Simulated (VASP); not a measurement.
Input:

```xyz
2
Lattice="3.5343 -1.8945 -0.0538 3.5343 1.8945 -0.0538 2.5666 0.0000 3.0815" Properties=species:S:1:pos:R:3 pbc="T T T"
As     2.2209     0.0000     0.6855
As     7.4143     0.0000     2.2884
```

Computed with PBEsol GGA, VASP's PBE PAW potentials (set 64) (plane waves; VASP). Numerical set-up: 400 eV cut-off, 11×11×11 Γ-centred mesh, first-order Methfessel-Paxton smearing of 0.10 eV, potentials As.

Task: Estimate the energy per atom (σ→0), band gap (on the k-mesh) with the smallest direct gap where there is one.

Result: 
band gap (on the k-mesh): none (metal, semimetal or under 0.01 eV)
energy per atom (σ→0): -5.110 eV/atom

Total energies compare only between runs with the same potentials, cut-off and functional.

The compound is As in the a7 structure. It was relaxed first. The start is the result of an earlier pass.
